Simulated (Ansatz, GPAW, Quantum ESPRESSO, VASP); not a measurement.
## One structure in several programs: Ni3Al (Pm-3m, 4 atoms in the cell)

Self-consistent single point.

```xyz
4
Lattice="3.5700 0.0000 0.0000 0.0000 3.5700 0.0000 0.0000 0.0000 3.5700" Properties=species:S:1:pos:R:3 pbc="T T T"
Al     0.0000     0.0000     0.0000
Ni     0.0000     1.7850     1.7850
Ni     1.7850     0.0000     1.7850
Ni     1.7850     1.7850     0.0000
```
Moments meant for the start (each program seeds them in its own way; μB, in the order of the atoms Al Ni Ni Ni): 0.0 0.5 0.5 0.5.

Shared settings, as Ansatz (an electronic-structure program) writes them: kpoints.mp_grid.grid = 5 5 5; scf.occupations.method = gaussian; scf.occupations.width = 0.136 eV. Potentials and cutoffs stand in the table.

```tsv
code	model	pressure (GPa)	size of the net moment (μB/atom)	cutoff
VASP	PBE, VASP's PBE PAW potentials (set 64)	-0.79	0.13	300 eV
Ansatz	PBE, default PAW files	-0.74	0.14	default
Quantum ESPRESSO	PBE, PSlibrary ultrasoft (PBE) pseudopotentials	-1.35	0.07	50 Ry
GPAW	PBE, GPAW PAW datasets PBE (gpaw-data 1.0.1)	0.55	0.14	800 eV
```

On Ansatz's run: the magnetic order is the one reached from the typed start; others were not searched systematically.

The spread over the programs that give each value: pressure within 1.90 GPa; size of the net moment within 0.07 μB/atom.

Ansatz's pressure is given at a fixed set of plane waves, as the other plane-wave codes print theirs; with its correction for the finite basis it is -0.68 GPa. In the pressure, GPAW (by 1.31) lies more than 1 GPa from the median of the plane-wave programs.

On the base mesh (7 7 7) the same programs gave: Quantum ESPRESSO pressure -1.10 GPa; GPAW pressure 0.75 GPa; Ansatz pressure -0.56 GPa; VASP pressure -0.59 GPa.

VASP's run is marked for a possible Pulay error in its stress at this cutoff; no cutoff test was made.

The starting cell has typed, rounded lattice constants, without a prior relaxation at this level.

Left out of this page: Elk, FLEUR and SIESTA (not drawn, or without a comparable value).

Keys are those of Ansatz 0.2.
